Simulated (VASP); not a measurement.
# Conduction-valley splitting of silicon under biaxial (001) strain from −2 % to +2 %, HSE06 with spin-orbit coupling on LDA cells

Every member is pure silicon with each atom bonded to four others. Strain changes only the lengths and angles of these bonds, so no change of composition enters the comparison.

Our brief is an n-type channel on a (001) plane. The [001] valleys should hold the electrons, because their light transverse mass then lies in the plane of transport. We set three conditions:

- The [001] valley lies at least 0.10 eV below the [100] valley.
- The gap shrinks by no more than 0.25 eV from its unstrained value.
- Of the rows that meet both limits, the one with the smallest strain is taken.

The splitting is the [100] level less the [001] level, so a positive value means that [001] is lowest. The gap is the lowest valley measured from the valence-band top at the zone centre.

## Computational details

The start is a typed prototype cell. The crystal was relaxed with LDA. Equal strain is imposed in the (001) plane; the strain along the normal is adjusted until the normal stress vanishes, and the atoms are relaxed with LDA. VASP 6.6.1, plane waves with PAW, cutoff 450 eV, no spin polarisation. Band edges are single points at HSE06 with spin-orbit coupling on these cells, k mesh 5×5×5, read on short lines of k points at the zone centre and through the valleys; energies are counted from the valence-band top at the zone centre.  All levels use the PAW data sets made with LDA.

Notes on method and selection:

- A valley's energy from the valence-band top holds the shift of that top as well as the shift of the valley.
- Runs that did not converge, have known faults or may not be shown are not listed, and runs on Ansatz's PAW sets soft_1 and soft_2 are kept to separate tables.

Columns:

- strain (%): strain in the plane (tension positive).
- splitting (eV): valley along [100] less valley along [001].
- Δ [001] (eV): minimum of the conduction band along Γ–X in the [001] direction.
- Δ [100] (eV): minimum of the conduction band along Γ–X in the [100] direction.
- L [111] (eV): conduction level at L along [111].
- Γ level (eV): lowest conduction level at Γ.

## The series

| member | strain (%) | splitting (eV) | Δ [001] (eV) | Δ [100] (eV) | L [111] (eV) | Γ level (eV) |
| --- | --- | --- | --- | --- | --- | --- |
| −2 % | −2.0 | −0.339 | 1.214 | 0.875 | 2.248 | 3.213 |
| −1 % | −1.0 | −0.170 | 1.173 | 1.003 | 2.299 | 3.270 |
| −0.5 % | −0.5 | −0.085 | 1.151 | 1.066 | 2.310 | 3.298 |
| 0 % | 0.0 | 0.000 | 1.129 | 1.129 | 2.313 | 3.321 |
| +0.5 % | 0.5 | 0.085 | 1.050 | 1.134 | 2.252 | 3.278 |
| +1 % | 1.0 | 0.169 | 0.964 | 1.133 | 2.179 | 3.219 |
| +2 % | 2.0 | 0.338 | 0.791 | 1.129 | 2.017 | 3.092 |

Least-squares fits to the whole series, with x = strain (%); R² and errors in the fitted variable (y, or ln y where the fit is in ln y):

| y | members | fit | R² | rms residual | leave-one-out rms | the same for the mean of the others |
| --- | --- | --- | --- | --- | --- | --- |
| splitting (eV) | 7 | y = −2.8571×10⁻⁴ + 0.16933 x | 1.00 | 3.3×10⁻⁴ | 4.7×10⁻⁴ | 0.24 |
| Δ [001] (eV) | 7 | y = 1.067 − 0.1053 x | 0.89 | 0.045 | 0.081 | 0.16 |

## Why the values move as they do

Tension in the plane puts the two [001] valleys lowest; compression puts the four in-plane valleys, along [100] and [010], lowest. The splitting is linear in strain, with a fitted slope of 0.169 eV per %. The leave-one-out error is 4.7×10⁻⁴ eV, against 0.24 eV for the mean of the others. For an uncalculated strain of +1.5 % the fit gives 0.16933 × 1.5 − 0.0003 = 0.254 eV.

The linear form is that of a shear deformation potential: splitting = Ξᵤ(ε∥ − ε⊥), where Ξᵤ is positive and ε∥ and ε⊥ are the strains in the plane and along the normal. Under tension the normal contracts, so both terms act in the same direction.

A nearly-free-electron picture explains the sign. The conduction states near X along [001] are built largely from plane waves that run close to the (001) plane. Tension stretches these waves and lowers their kinetic energy. The waves behind the [100] valley run partly along the contracted normal, which offsets the gain.

Measured from the valence-band top, the single valleys do not follow one straight line. From 0 to +2 % the [001] level falls by (1.129 − 0.791) / 2 = 0.169 eV per %, while [100] stays within 0.005 eV of its unstrained value. From 0 to −2 % the [100] level falls by (1.129 − 0.875) / 2 = 0.127 eV per %, and [001] rises by 0.085 eV in all.

This bend at zero strain comes from the reference. The two degenerate top valence levels split under either sign of strain, and the upper one always sets the zero. All four conduction levels therefore bend together: between the half-percent steps on either side of zero, their slopes drop by roughly 0.11 to 0.13 eV per %. The shift of the reference cancels in the splitting.

## Where the trend breaks

Largest departures from the fit to the whole series:

| member | splitting (eV) | fit | computed − fit | in rms residuals |
| --- | --- | --- | --- | --- |
| +0.5 % | 0.085 | 0.084 | +0.001 | 1.9 |
| −1 % | −0.170 | −0.170 | 0.000 | 1.2 |
| +2 % | 0.338 | 0.338 | 0.000 | 1.1 |
| 0 % | 0.000 | 0.000 | 0.000 | 0.9 |

No row departs from the line for the splitting by more than about 0.001 eV, which is the printed rounding. The 1.9 rms residuals listed for +0.5 % reflect only how small the rms residual is.

The straight line for the [001] level is a different case. It lies above the computed values by roughly 0.06 eV at both ends, and below the unstrained value by 1.129 − 1.067 = 0.062 eV. That is the pattern of a line drawn through a bend, so the form of the fit is at fault and the rows can be kept. For this level, tension and compression should be treated separately.

The unstrained row offers a check on the numerics: [001] and [100] both come out at 1.129 eV, as cubic symmetry requires. The 5×5×5 mesh is modest for a hybrid functional, but its error should be largely common to all rows and affect the absolute gaps more than the splittings.

## Selection

The three compressed rows fail because [100] is lowest, and the unstrained row has no splitting. The tensile rows compare as follows:

- **+0.5 %:** splitting 0.085 eV, gap loss 1.129 − 1.050 = 0.079 eV. The splitting is too small.
- **+1 %:** splitting 0.169 eV, gap loss 1.129 − 0.964 = 0.165 eV. Both limits are met.
- **+2 %:** splitting 0.338 eV, gap loss 1.129 − 0.791 = 0.338 eV. The loss is too large.

To express the splitting Δ as a population, we take four upper and two lower valleys with equal masses. The ratio of upper to lower electrons is r = 2 exp(−Δ/kT), and the upper share is r/(1 + r). With k = 8.617×10⁻⁵ eV/K and T = 300 K, kT = 0.02585 eV. The upper valleys then hold about 7 % of the electrons at +0.5 % strain and 0.3 % at +1 %.

The gap loss δ raises the intrinsic carrier density by exp(δ/2kT) if the band densities of states are held fixed. This factor is about 24 at +1 % and about 690 at +2 %.

HSE06 gaps of semiconductors are typically wrong by roughly 0.1 eV, but most of that error is common to the rows and cancels in both criteria. For the strain response we allow a rough 10 %. The splitting at +1 % is then at least 0.9 × 0.169 = 0.152 eV, and the upper share stays below 1 %.

Our pick is **+1 %**, with +0.5 % as runner-up. The runner-up would win if its true splitting were larger by a factor of 0.10 / 0.085 = 1.18, or if the required splitting were relaxed to 0.08 eV. The pick itself would fail the gap limit only if its loss were larger by a factor of 0.25 / 0.165 = 1.5. On the fitted line 0.10 eV is reached near +0.6 %, so a layer grown for +1 % can lose some strain and still meet the brief.

## Conclusions

Between −2 % and +2 %, the splitting is 0.169 eV per % of in-plane strain, with [001] lowest under tension and [100] and [010] lowest under compression. The L level stays well above the lowest valley in every row; the distance is smallest without strain, at 2.313 − 1.129 = 1.184 eV.

We know of no omitted effect larger than the 0.338 eV range of the gap. Two are large enough to matter in a device. Confinement in a layer several nanometres thick favours [001], whose heavy mass lies along the normal; it adds roughly 0.01 to 0.1 eV to the splitting. Lattice vibrations at room temperature lower the gap by roughly 0.1 eV.
